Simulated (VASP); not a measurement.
An input for Quantum ESPRESSO's pw.x (written as the equivalent of a VASP run, and not itself run):

```
&CONTROL
  calculation = 'vc-relax'
  pseudo_dir = './pseudo'
  outdir = './out'
  tprnfor = .true.
  tstress = .true.
  nstep = 40
  forc_conv_thr = 0.00078
/
&SYSTEM
  ibrav = 0
  nat = 1
  ntyp = 1
  ecutwfc = 82
  occupations = 'smearing'
  smearing = 'methfessel-paxton'
  degauss = 0.00735
  input_dft = 'pz'
/
&ELECTRONS
  conv_thr = 7.3e-08
  electron_maxstep = 100
/
&IONS
/
&CELL
  press = 100
/
ATOMIC_SPECIES
  Pd 106.420 Pd.upf
CELL_PARAMETERS angstrom
     0.0000000    1.8957215    1.8957215
     1.8957215   -0.0000000    1.8957215
     1.8957215    1.8957215    0.0000000
ATOMIC_POSITIONS crystal
  Pd   0.0000000  0.0000000  0.0000000
K_POINTS automatic
  16 16 16 0 0 0
```

Write the VASP files for the same calculation (LDA).

Several could match; the one computed here: 
**INCAR**
```
# general
SYSTEM   =  Pd
PREC     =  Accurate
ENCUT    =  500
LREAL    =  F
LASPH    =  T

# electronic loop
EDIFF    =  1E-6
NELM     =  100
ALGO     =  Normal
LMAXMIX  =  4

# smearing
ISMEAR   =  1
SIGMA    =  0.1

# ions
IBRION   =  2
NSW      =  40
ISIF     =  3
EDIFFG   =  -0.02
PSTRESS  =  100

# output
LWAVE    =  F
LCHARG   =  F
```

KPOINTS:
```
Automatic mesh
0
Gamma
16 16 16
0 0 0
```

### POSCAR
```
Pd
1
    0.0000000000     1.8957214786     1.8957214786
    1.8957214786    -0.0000000000     1.8957214786
    1.8957214786     1.8957214786     0.0000000000
Pd
1
Direct
  0.0000000000   0.0000000000   0.0000000000
```

POTCAR, in this order: Pd (LDA.64 set). Program: vasp_std.

What does not carry over: the potentials are each code's own (VASP's PAW set, PseudoDojo norm-conserving files in pw.x), so ENCUT and ecutwfc are chosen apart and not converted; conv_thr bounds pw.x's estimated SCF error, while EDIFF bounds the energy change between steps; forc_conv_thr acts on force components and is met together with etot_conv_thr.

The compound is Pd in the fcc structure. It was relaxed first under an external pressure of 10 GPa.
